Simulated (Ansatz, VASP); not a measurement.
# Cross-check of Cd2Os2O7 between VASP and Ansatz, part 2 of 2

One calculation is typed for both programs; each brings its own data sets. How far apart do they land? The cell is taken from a series of runs on this material, whose earlier steps may have relaxed, scaled, displaced or heated it; both programs get it as it stands.

VASP 6.6.1 and Ansatz 0.2.0.

So far: Set-up; Ansatz: relaxation of cell and atoms, LDA; VASP: relaxation of cell and atoms, LDA.

### Step 3. VASP: relaxation of cell and atoms, LDA (continued)

Level of this step: LDA, no spin polarisation; plane waves and PAW (Cd, Os, O) (VASP).

Numbers of over 12 decimals in the logs are rounded to 6 here.

Parts of OUTCAR (step 3):

```text
ion  position               nearest neighbor table
   1  0.625  0.625  0.625-   9 2.18  10 2.18  12 2.57  15 2.57  16 2.57  17 2.57  18 2.57  21 2.57
                             4 3.56   2 3.56   3 3.56   4 3.56   6 3.56   7 3.56   3 3.56   6 3.56
   2  0.125  0.625  0.625-   9 2.18  10 2.18  11 2.57  13 2.57  15 2.57  18 2.57  20 2.57  22 2.57
                             8 3.56   1 3.56   7 3.56   4 3.56   5 3.56   7 3.56   3 3.56   5 3.56
   3  0.625  0.125  0.625-   9 2.18  10 2.18  12 2.57  13 2.57  14 2.57  17 2.57  19 2.57  22 2.57
                             8 3.56   1 3.56   6 3.56   4 3.56   5 3.56   6 3.56   1 3.56   2 3.56
   4  0.625  0.625  0.125-   9 2.18  10 2.18  11 2.57  14 2.57  16 2.57  19 2.57  20 2.57  21 2.57
                             7 3.56   1 3.56   6 3.56   1 3.56   2 3.56   3 3.56   3 3.56   5 3.56
   5  0.125  0.125  0.125-  11 1.90  13 1.90  14 1.90  19 1.90  20 1.90  22 1.90   2 3.56   3 3.56
                             2 3.56   4 3.56   3 3.56   4 3.56
   6  0.625  0.125  0.125-  12 1.90  14 1.90  16 1.90  17 1.90  19 1.90  21 1.90   3 3.56   4 3.56
                             1 3.56   3 3.56   1 3.56   4 3.56
   7  0.125  0.625  0.125-  11 1.90  15 1.90  16 1.90  18 1.90  20 1.90  21 1.90   2 3.56   4 3.56
                             1 3.56   2 3.56   1 3.56   4 3.56
   8  0.125  0.125  0.625-  12 1.90  13 1.90  15 1.90  17 1.90  18 1.90  22 1.90   2 3.56   3 3.56
                             1 3.56   2 3.56   1 3.56   3 3.56
   9  0.750  0.750  0.750-   1 2.18   2 2.18   3 2.18   4 2.18
  10  0.500  0.500  0.500-   1 2.18   2 2.18   3 2.18   4 2.18
  11  0.059  0.441  0.059-   5 1.90   7 1.90   2 2.57   4 2.57
  12  0.809  0.191  0.809-   6 1.90   8 1.90   1 2.57   3 2.57
  13  0.059  0.059  0.441-   5 1.90   8 1.90   2 2.57   3 2.57
  14  0.441  0.059  0.059-   5 1.90   6 1.90   3 2.57   4 2.57
  15  0.059  0.441  0.441-   7 1.90   8 1.90   1 2.57   2 2.57
  16  0.441  0.441  0.059-   6 1.90   7 1.90   1 2.57   4 2.57
  17  0.441  0.059  0.441-   6 1.90   8 1.90   1 2.57   3 2.57
  18  0.191  0.809  0.809-   7 1.90   8 1.90   1 2.57   2 2.57
  19  0.809  0.191  0.191-   5 1.90   6 1.90   3 2.57   4 2.57
  20  0.191  0.809  0.191-   5 1.90   7 1.90   2 2.57   4 2.57
  21  0.809  0.809  0.191-   6 1.90   7 1.90   1 2.57   4 2.57
  22  0.191  0.191  0.809-   5 1.90   8 1.90   2 2.57   3 2.57

  LATTYP: Found a face centered cubic cell.
 ALAT       =    10.0825979420

 Subroutine GETGRP returns: Found 48 space group operations
 (whereof 24 operations were pure point group operations)

The static configuration has the point symmetry T_d .
 The point group associated with its full space group is O_h .

 Found      8 irreducible k-points:

   k-points           NKPTS =      8   k-points in BZ     NKDIM =      8   number of bands    NBANDS=    104

   dimension x,y,z NGX =    60 NGY =   60 NGZ =   60
   dimension x,y,z NGXF=   120 NGYF=  120 NGZF=  120

   ENCUT  =  600.0 eV  44.10 Ry    6.64 a.u.  14.24 14.24 14.24*2*pi/ulx,y,z

   NELECT =     164.0000    total number of electrons

 k-points in reciprocal lattice and weights: Automatic mesh
   0.00000000  0.00000000  0.00000000       0.016
   0.25000000  0.00000000  0.00000000       0.125
   0.50000000  0.00000000  0.00000000       0.062
   0.25000000  0.25000000  0.00000000       0.094
   0.50000000  0.25000000  0.00000000       0.375
  -0.25000000  0.25000000  0.00000000       0.188
   0.50000000  0.50000000  0.00000000       0.047
  -0.25000000  0.50000000  0.25000000       0.094

 average (electrostatic) potential at core
       1 -37.4064       2 -37.4064       3 -37.4064       4 -37.4064       5 -50.2717
       6 -50.2717       7 -50.2717       8 -50.2717       9 -72.1820      10 -72.1820
      11 -73.1512      12 -73.1512      13 -73.1512      14 -73.1512      15 -73.1512
      16 -73.1512      17 -73.1512      18 -73.1512      19 -73.1512      20 -73.1512
      21 -73.1512      22 -73.1512

 E-fermi :   3.9353

 k-point     1 :       0.0000    0.0000    0.0000
  band No.  band energies     occupation
    ...
     81       3.0638      2.00000
     82       3.3126      2.00000
     83       3.9410      0.93568
     84       3.9410      0.93568
     85       3.9410      0.93565
     86       5.1786      0.00000
     87       5.1786      0.00000
     88       5.1786      0.00000
     89       6.0722      0.00000
     90       7.5258      0.00000
    ...

 k-point     2 :       0.2500    0.0000    0.0000
  band No.  band energies     occupation
    ...
     81       3.5262      2.00000
     82       3.6321      1.99998
     83       3.7982      1.94746
     84       3.9645      0.67960
     85       3.9645      0.67958
     86       4.9961      0.00000
     87       4.9961      0.00000
     88       5.0236      0.00000
     89       6.3420      0.00000
     90       7.5880      0.00000
    ...

 k-point     3 :       0.5000    0.0000    0.0000
  band No.  band energies     occupation
    ...
     78       3.1577      2.00000
     79       3.2159      2.00000
     80       3.5159      2.00000
     81       3.5159      2.00000
     82       3.9061      1.31992
     83       4.1762      0.00066
     84       4.2023      0.00016
     85       4.2023      0.00016
     86       4.6793      0.00000
     87       4.6793      0.00000
    ...

  Total       -0.0283171     -0.0283171     -0.0283171     -0.0000000     -0.0000000     -0.0000000
  in kB       -0.1766050     -0.1766050     -0.1766050     -0.0000000     -0.0000000     -0.0000000
  external PRESSURE =      -0.1766050 kB  Pullay stress =       0.0000000 kB

  energy-cutoff  :      600.00
  volume of cell :      256.90
      direct lattice vectors                 reciprocal lattice vectors
    -0.000000000  5.045551376  5.045551376    -0.099097197  0.099097197  0.099097197
     5.045551376  0.000000000  5.045551376     0.099097197 -0.099097197  0.099097197
     5.045551376  5.045551376 -0.000000000     0.099097197  0.099097197 -0.099097197

 POSITION                                       TOTAL-FORCE (eV/Angst)
 -----------------------------------------------------------------------------------
      6.30694      6.30694      6.30694         0.000000      0.000000      0.000000
      6.30694      3.78416      3.78416         0.000000      0.000000      0.000000
      3.78416      6.30694      3.78416         0.000000      0.000000      0.000000
      3.78416      3.78416      6.30694         0.000000      0.000000      0.000000
      1.26139      1.26139      1.26139         0.000000      0.000000      0.000000
      1.26139      3.78416      3.78416         0.000000      0.000000      0.000000
      3.78416      1.26139      3.78416         0.000000      0.000000      0.000000
      3.78416      3.78416      1.26139         0.000000      0.000000      0.000000
      7.56833      7.56833      7.56833         0.000000      0.000000      0.000000
      5.04555      5.04555      5.04555         0.000000      0.000000      0.000000
      2.52278      0.55978      2.52278         0.000000      0.001265      0.000000
      5.04555      8.12811      5.04555         0.000000      0.001265      0.000000
      2.52278      2.52278      0.55978         0.000000      0.000000      0.001265
      0.55978      2.52278      2.52278         0.001265      0.000000      0.000000
      4.48577      2.52278      2.52278        -0.001265      0.000000      0.000000
      2.52278      2.52278      4.48577         0.000000      0.000000     -0.001265
      2.52278      4.48577      2.52278         0.000000     -0.001265      0.000000
      8.12811      5.04555      5.04555         0.001265      0.000000      0.000000
      1.96300      5.04555      5.04555        -0.001265      0.000000      0.000000
      5.04555      1.96300      5.04555         0.000000     -0.001265      0.000000
      5.04555      5.04555      8.12811         0.000000      0.000000      0.001265
      5.04555      5.04555      1.96300         0.000000      0.000000     -0.001265
 -----------------------------------------------------------------------------------
    total drift:                                0.000000      0.000000      0.000000

  FREE ENERGIE OF THE ION-ELECTRON SYSTEM (eV)
  ---------------------------------------------------
  free  energy   TOTEN  =      -160.1269536516 eV

  energy  without entropy=     -160.0540799263  energy(sigma->0) =     -160.09051679

 reached required accuracy - stopping structural energy minimisation

 total charge
# of ion       s       p       d       tot
------------------------------------------
    1        0.362   0.231   9.617  10.210
    2        0.362   0.231   9.617  10.210
    3        0.362   0.231   9.617  10.210
    4        0.362   0.231   9.617  10.210
    5        0.651   1.020   6.156   7.827
    6        0.651   1.020   6.156   7.827
    7        0.651   1.020   6.156   7.827
    8        0.651   1.020   6.156   7.827
    9        1.554   3.344   0.000   4.899
   10        1.554   3.344   0.000   4.899
   11        1.554   3.453   0.000   5.007
   12        1.554   3.453   0.000   5.007
   13        1.554   3.453   0.000   5.007
   14        1.554   3.453   0.000   5.007
   15        1.554   3.453   0.000   5.007
   16        1.554   3.453   0.000   5.007
   17        1.554   3.453   0.000   5.007
   18        1.554   3.453   0.000   5.007
   19        1.554   3.453   0.000   5.007
   20        1.554   3.453   0.000   5.007
   21        1.554   3.453   0.000   5.007
   22        1.554   3.453   0.000   5.007
--------------------------------------------------
tot         25.814  53.127  63.092 142.033

[... 3 further parts left out ...]
```

CONTCAR:

```
Cd2Os2O7
   1.00000000000000
    -0.0000000000000000    5.0455513763601969    5.0455513763601969
     5.0455513763601969    0.0000000000000000    5.0455513763601969
     5.0455513763601969    5.0455513763601969   -0.0000000000000000
  Cd              Os              O
     4     4    14
Direct
     0.6250000000000000    0.6250000000000000    0.6250000000000000
     0.1250000000000000    0.6250000000000000    0.6250000000000000
     0.6250000000000000    0.1250000000000000    0.6250000000000000
     0.6250000000000000    0.6250000000000000    0.1250000000000000
     0.1250000000000000    0.1250000000000000    0.1250000000000000
     0.6250000000000000    0.1250000000000000    0.1250000000000000
     0.1250000000000000    0.6250000000000000    0.1250000000000000
     0.1250000000000000    0.1250000000000000    0.6250000000000000
     0.7500000000000000    0.7500000000000000    0.7500000000000000
     0.5000000000000000    0.5000000000000000    0.5000000000000000
     0.0554726759987936    0.4445273240012064    0.0554726759987936
     0.8054726759987936    0.1945273240012064    0.8054726759987936
     0.0554726759987936    0.0554726759987936    0.4445273240012064
     0.4445273240012064    0.0554726759987936    0.0554726759987936
     0.0554726759987936    0.4445273240012064    0.4445273240012064
     0.4445273240012064    0.4445273240012064    0.0554726759987936
     0.4445273240012064    0.0554726759987936    0.4445273240012064
     0.1945273240012064    0.8054726759987936    0.8054726759987936
     0.8054726759987936    0.1945273240012063    0.1945273240012063
     0.1945273240012063    0.8054726759987936    0.1945273240012063
     0.8054726759987936    0.8054726759987936    0.1945273240012064
     0.1945273240012063    0.1945273240012063    0.8054726759987936
```

This run has no spin polarisation, so a moment on Os, if there is one, isn't seen.

### Step 4. Comparison

Known differences besides the potentials themselves: the data sets hold 228 valence electrons in Ansatz (on its default PAW (the set named soft_2) files) and 164 in VASP; the cutoff is 260 eV in Ansatz and 600 eV in VASP; VASP's log shows a relativistic correction to its local exchange, Ansatz's none; Ansatz's log warns that its cutoff lies below the recommended one. Total energies have different zeros and are not compared.

Both answers:

```csv
quantity,Ansatz,VASP,difference
volume (Å³),255.75,256.90,-0.44 %
"edge a after relaxation, in the typed setting (Å)",7.125,7.136,-0.15 %
```

### Step 5. What came out

| Item | Value |
| --- | --- |
| difference in volume (relaxation of cell and atoms, LDA) | -0.44 % |

The difference in volume is -0.44 % (relaxation of cell and atoms, LDA), within the 1.2 % picked in this series as the mark of a large difference, as far as the stopping tolerances let one tell. The data sets hold unlike numbers of valence electrons (228 in Ansatz and 164 in VASP), so part of the differences comes from the potentials. 1 further run of this series is not shown here. Such differences can come from data sets, numerical settings and the points named under the comparisons, not from the functional's error against experiment.

[Lines on the potential files, build, host, timing and source positions are cut from VASP's logs without a mark.]

[Logs are printed without paths, hosts, clocks, repeated set-up lines and the standing remarks that a program may print on its own settings, such as how far it seeks lower states.]

[Hosts, paths, dates, database ids (printed as entryN), source tags and the programs' standing remarks are cut or masked in the printed files.]
